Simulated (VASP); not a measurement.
# Sn3P2 (P-3m1) in VASP: single point with r2SCAN

Aim: the single point of Sn3P2 with r2SCAN.

All numbers are computed with VASP 6.6.1; they aren't measurements. Logs are shortened: lines on timing, memory, paths and dates and some standing lists are left out, and cuts for length are marked.

### 1 The structure

The structure is trigonal, space group P-3m1 (No. 164). The conventional cell has a = 3.987 Å, b = 3.987 Å, c = 9.016 Å, α = 90.00°, β = 90.00°, γ = 120.00°. Sn (site symmetry 3m) is surrounded by 3 P at 2.72 Å. Sn (site symmetry -3m) has 6 P at 2.88 Å as nearest neighbours. P (site symmetry 3m) has 6 Sn at 2.72 to 2.88 Å as nearest neighbours.

The cell was built by a generator and needn't be a form met in nature.

### 2 Single point, r2SCAN

Contents of INCAR:

```
SYSTEM = Sn3P2
PREC = Accurate ; ENCUT = 520
EDIFF = 1E-6 ; ISMEAR = 0
SIGMA = 0.1 ; LREAL = .FALSE.
LASPH = .TRUE. ; NELM = 150
ALGO = Normal ; ISIF = 2
LWAVE = .FALSE. ; LCHARG = .FALSE.
METAGGA = R2SCAN ; LMIXTAU = .TRUE.
KPAR = 2
```

Contents of KPOINTS:

```
regular mesh
0
G
  8 8 4
  0 0 0
```

Contents of POSCAR:

```
Sn3P2
1.0
    3.9871380000      0.0000000000      0.0000000000
   -1.9935690000      3.4529630000      0.0000000000
    0.0000000000      0.0000000000      9.0164700000
Sn P
3 2
Direct
    0.6666670000      0.3333330000      0.3541390000
    0.3333330000      0.6666670000      0.6458610000
    0.0000000000      0.0000000000      0.0000000000
    0.3333330000      0.6666670000      0.1924620000
    0.6666670000      0.3333330000      0.8075380000
```

Potentials or basis: VASP PAW PBE potentials, release 64 (Sn_d, P).

Run with:

```bash
cat potpaw_PBE.64/Sn_d/POTCAR potpaw_PBE.64/P/POTCAR > POTCAR
mpirun -np 2 vasp_std > vasp.out
```

OUTCAR:

```text
SYSTEM = Sn3P2
   PREC = Accurate
   ENCUT = 520
   EDIFF = 1E-6
   ISMEAR = 0
   LREAL = .FALSE.
   LASPH = .TRUE.
   NELM = 150
   ISIF = 2
   METAGGA = R2SCAN

 ion  position               nearest neighbor table
   1  0.667  0.333  0.354-   4 2.72   4 2.72   4 2.72   2 3.50   2 3.50   2 3.50
   2  0.333  0.667  0.646-   5 2.72   5 2.72   5 2.72   1 3.50   1 3.50   1 3.50
   3  0.000  0.000  0.000-   4 2.88   5 2.88   5 2.88   4 2.88   5 2.88   4 2.88
   4  0.333  0.667  0.192-   1 2.72   1 2.72   1 2.72   3 2.88   3 2.88   3 2.88
   5  0.667  0.333  0.808-   2 2.72   2 2.72   2 2.72   3 2.88   3 2.88   3 2.88

  LATTYP: Found a hexagonal cell.
 ALAT       =     3.9871380000
 C/A-ratio  =     2.2613889963

  Lattice vectors:

 A1 = (   3.9871380000,   0.0000000000,   0.0000000000)
 A2 = (  -1.9935690000,   3.4529630000,   0.0000000000)
 A3 = (   0.0000000000,   0.0000000000,   9.0164700000)

Analysis of symmetry for initial positions (statically):
=====================================================================
 Subroutine PRICEL returns:
 Original cell was already a primitive cell.

 Routine SETGRP: Setting up the symmetry group for a
 hexagonal supercell.

 Subroutine GETGRP returns: Found 12 space group operations
 (whereof 12 operations were pure point group operations)
 out of a pool of 24 trial point group operations.

The static configuration has the point symmetry D_3d.

Analysis of symmetry for dynamics (positions and initial velocities):
=====================================================================
 Subroutine PRICEL returns:
 Original cell was already a primitive cell.

 Routine SETGRP: Setting up the symmetry group for a
 hexagonal supercell.

 Subroutine GETGRP returns: Found 12 space group operations
 (whereof 12 operations were pure point group operations)
 out of a pool of 24 trial point group operations.

The dynamic configuration has the point symmetry D_3d.

 Subroutine INISYM returns: Found 12 space group operations
 (whereof 12 operations are pure point group operations),
 and found     1 'primitive' translations

----------------------------------------------------------------------------------------

                                     Primitive cell

  volume of cell :     124.1337
[... 94 lines left out ...]
   NELM   =    150;   NELMIN=  2; NELMDL= -5     # of ELM steps
   EDIFF  = 0.1E-05   stopping-criterion for ELM
   LREAL  =      F    real-space projection
   EDIFFG = 0.1E-04   stopping-criterion for IOM
   NSW    =      0    number of steps for IOM
   IBRION =     -1    ionic relax: 0-MD 1-quasi-New 2-CG
   NFREE  =      0    steps in history (QN), initial steepest desc. (CG)
   ISIF   =      2    stress and relaxation
   ISYM   =      2    0-nonsym 1-usesym 2-fastsym
   POTIM  = 0.5000    time-step for ionic-motion
   TEBEG  =    0.0;   TEEND  =   0.0 temperature during run
   PSTRESS=    0.0 pullay stress
   NELECT =      52.0000    total number of electrons
   NUPDOWN=      -1.0000    fix difference up-down
   EMIN   =  10.00;   EMAX   =-10.00  energy-range for DOS
   EFERMI =   0.00;   METHOD = LEGACY
   ISMEAR =     0;   SIGMA  =   0.10  broadening in eV -4-tet -1-fermi 0-gaus
   EFERMI_NEDOS =   21; number of points for ismear=-14 and -15
   IALGO  =     38    algorithm
   IMIX   =      4    mixing-type and parameters
     AMIX     =   0.40;   BMIX     =  1.00
     AMIX_MAG =   1.60;   BMIX_MAG =  1.00
  volume/ion in A,a.u.               =      24.83       167.54
  Fermi-wavevector in a.u.,A,eV,Ry     =   1.224934  2.314790 20.415044  1.500463
  Thomas-Fermi vector in A             =   2.359990
   LORBIT       =      0    0 simple, 1 ext, 2 COOP (PROOUT), +10 PAW based schemes
   METAGGA = R2SCAN    functional components
   LHFCALC =     F    Hartree Fock is set to
   AEXX    =    0.0000 exact exchange contribution
   IVDW    =     0    specifies the selected vdW correction
   LEPSILON=     F    determine dielectric tensor
   LRPA    =     F    only Hartree local field effects (RPA)
 non-spin polarized calculation
 Gauss-broadening in eV      SIGMA  =   0.10
  energy-cutoff  :      520.00
  volume of cell :      124.13
 maximum number of plane-waves:      3382
 NGX is ok and might be reduce to    30
   NGX = 15   NGY = 15   NGZ = 33

 number of electron      51.9999991 magnetization

 Free energy of the ion-electron system (eV)
  ---------------------------------------------------
  ext. energy  EPLUGINS =         0.00000000
  ---------------------------------------------------
  free energy    TOTEN  =       -91.94494138 eV

  energy without entropy =      -91.93677754  energy(sigma->0) =      -91.94085946

 E-fermi :   7.1611     XC(G=0): -10.6280

 val. band max:        7.1474918114   @ k =   0.0000   0.3750   0.2500
 cond. band min:       7.1669361549   @ k =   0.0000   0.0000   0.0000
 fundamental gap:      0.0194443435
 Fermi energy:         7.1611476072

 k-point     1 :       0.0000    0.0000    0.0000
  band No.  band energies     occupation
      1     -15.2690      2.00000
      2     -15.2690      2.00000
      3     -15.2548      2.00000
      4     -15.2468      2.00000
      5     -15.2468      2.00000
      6     -15.1883      2.00000
[... 805 lines left out ...]
     30      10.4319      0.00000
     31      10.9258      0.00000

 [... further k-points ...]

------------------------ aborting loop because EDIFF is reached ----------------------------------------

  FORCE on cell =-STRESS in cart. coord.  units (eV):
  Direction    XX          YY          ZZ          XY          YZ          ZX
  --------------------------------------------------------------------------------------
  -------------------------------------------------------------------------------------
  Total       -1.0348257     -1.0348258     -0.7979170      0.0000000      0.0000000      0.0000000
  in kB      -13.3563583    -13.3563599    -10.2986083      0.0000000      0.0000000      0.0000000
  external PRESSURE =     -12.3371088 kB  Pullay stress =       0.0000000 kB

 VOLUME and BASIS-vectors are now :
 -----------------------------------------------------------------------------
  energy-cutoff  :      520.00
  volume of cell :      124.13
      direct lattice vectors                 reciprocal lattice vectors
     3.987138000  0.000000000  0.000000000     0.250806468  0.144803173  0.000000000
    -1.993569000  3.452963000  0.000000000     0.000000000  0.289606347  0.000000000
     0.000000000  0.000000000  9.016470000     0.000000000  0.000000000  0.110908149

 POSITION                                       TOTAL-FORCE (eV/Angst)
 -----------------------------------------------------------------------------------
      1.99357      1.15099      3.19308         0.000000      0.000000     -0.125841
     -0.00000      2.30198      5.82339        -0.000000     -0.000000      0.125841
      0.00000      0.00000      0.00000        -0.000000      0.000000      0.000000
     -0.00000      2.30198      1.73533         0.000000     -0.000000      0.038328
      1.99357      1.15099      7.28114        -0.000000      0.000000     -0.038328
 -----------------------------------------------------------------------------------
    total drift:                                0.000000     -0.000000      0.000000

  FREE ENERGIE OF THE ION-ELECTRON SYSTEM (eV)
  ---------------------------------------------------
  free  energy   TOTEN  =       -91.9449413838 eV

  energy  without entropy=      -91.9367775358  energy(sigma->0) =      -91.94085946
```

OSZICAR:

```text
N       E                     dE             d eps       ncg     rms          rms(c)
DAV:   1     0.431765793581E+03    0.43177E+03   -0.26127E+04  2198   0.236E+03
DAV:   2    -0.300572522581E+02   -0.46182E+03   -0.45436E+03  2191   0.598E+02
DAV:   3    -0.972406379191E+02   -0.67183E+02   -0.66086E+02  2603   0.196E+02
DAV:   4    -0.100442911018E+03   -0.32023E+01   -0.31887E+01  2549   0.448E+01
[... 12 lines left out ...]
DAV:  17    -0.919449170445E+02   -0.33996E-04   -0.73093E-05  2464   0.533E-02    0.879E-03
DAV:  18    -0.919449198570E+02   -0.28125E-05   -0.20424E-06  2107   0.976E-03    0.910E-03
DAV:  19    -0.919448972807E+02    0.22576E-04   -0.98384E-06  2044   0.220E-02    0.491E-03
DAV:  20    -0.919449409950E+02   -0.43714E-04   -0.25189E-05  2261   0.355E-02    0.467E-03
DAV:  21    -0.919449413838E+02   -0.38873E-06   -0.11506E-06  1735   0.856E-03
   1 F= -.91944941E+02 E0= -.91940859E+02  d E =-.816385E-02
```

It took 4.2 min on 2 MPI ranks of Intel Xeon Platinum 8375C at 2.90GHz (Ice Lake), shared host; peak memory 0.31 GiB.

What came out:

| Property | Result |
| --- | --- |
| Free energy | -91.9449 eV |
| Pressure | -1.2 GPa |
| Largest force | 0.126 eV/Å |
| Band gap on the k mesh | none (metal or under the smearing width) |

Forces in eV/Å, atoms in the order of the input:
```
Sn   0.000  0.000 -0.126
Sn   0.000  0.000  0.126
Sn   0.000  0.000  0.000
P    0.000  0.000  0.038
P    0.000  0.000 -0.038
```

Levels at points of the mesh, in eV from the Fermi level:
```csv
k point,band 23,band 24,band 25,band 26,band 27,band 28,band 29,band 30
"(0.00, 0.00, 0.00)",-1.51,-1.51,0.01,0.23,1.79,1.79,2.48,2.71
"(0.50, 0.00, 0.00)",-3.17,-2.46,-2.40,-0.86,-0.02,0.93,1.10,1.63
"(0.00, 0.00, 0.50)",-1.63,-1.41,-1.41,0.79,1.48,1.48,2.12,3.25
"(0.50, 0.00, 0.50)",-3.29,-3.07,-2.67,-0.74,-0.34,1.93,2.36,2.62
```

Caveat: the PAW data sets were made with another functional, which shifts forces and pressure a little.
